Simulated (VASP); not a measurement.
An input for Quantum ESPRESSO's pw.x (written as the equivalent of a VASP run, and not itself run):

```
&CONTROL
  calculation = 'vc-relax'
  pseudo_dir = './pseudo'
  outdir = './out'
  tprnfor = .true.
  tstress = .true.
  nstep = 30
  forc_conv_thr = 0.00039
/
&SYSTEM
  ibrav = 0
  nat = 3
  ntyp = 2
  ecutwfc = 66
  occupations = 'smearing'
  smearing = 'gaussian'
  degauss = 0.003675
  input_dft = 'vdw-df2'
/
&ELECTRONS
  conv_thr = 7.3e-09
  electron_maxstep = 100
/
&IONS
/
&CELL
  cell_dofree = 'shape'
/
ATOMIC_SPECIES
  Zr 91.224 Zr.upf
  S 32.060 S.upf
CELL_PARAMETERS angstrom
     1.8899576   -3.2735025    0.0000000
     1.8899576    3.2735025    0.0000000
     0.0000000    0.0000000    6.0286113
ATOMIC_POSITIONS crystal
  Zr   0.0000000  0.0000000  0.0000000
  S    0.3333330  0.6666670  0.2406077
  S    0.6666670  0.3333330  0.7593923
K_POINTS automatic
  7 7 4 0 0 0
```

### Question
Write the VASP files for the same calculation (vdW-DF2).

### Answer
Several could match; the one computed here: 
### INCAR
```
SYSTEM = ZrS2
PREC = Accurate; ENCUT = 520; LREAL = .False.
LASPH = .True.
EDIFF = 1E-7; NELM = 100; ALGO = Normal
LMAXMIX = 4
ISMEAR = 0; SIGMA = 0.05
GGA = ML; LUSE_VDW = .True.; AGGAC = 0.0
ZAB_VDW = -1.8867
IBRION = 2; NSW = 30; ISIF = 4
EDIFFG = -0.01
LWAVE = .False.; LCHARG = .False.
```

KPOINTS:
```
Automatic
0
G
  7 7 4
0 0 0
```

### POSCAR
```
ZrS2
1
    1.8899575511    -3.2735025270     0.0000000000
    1.8899575511     3.2735025270     0.0000000000
    0.0000000000     0.0000000000     6.0286112911
Zr S
1 2
Direct
  0.0000000000   0.0000000000   0.0000000000
  0.3333330000   0.6666670000   0.2406077012
  0.6666670000   0.3333330000   0.7593922988
```

POTCAR, in this order: Zr_sv S (PBE.64 set). Program: vasp_std.

Limits of the translation: the potentials are each code's own (VASP's PAW set, PseudoDojo norm-conserving files in pw.x), so ENCUT and ecutwfc are chosen apart and not converted; conv_thr bounds pw.x's estimated SCF error, while EDIFF bounds the energy change between steps; forc_conv_thr acts on force components and is met together with etot_conv_thr.

The compound is ZrS2 in the 1T layered structure. This run relaxes it. Symmetry was kept, so distortions that lower it aren't found.
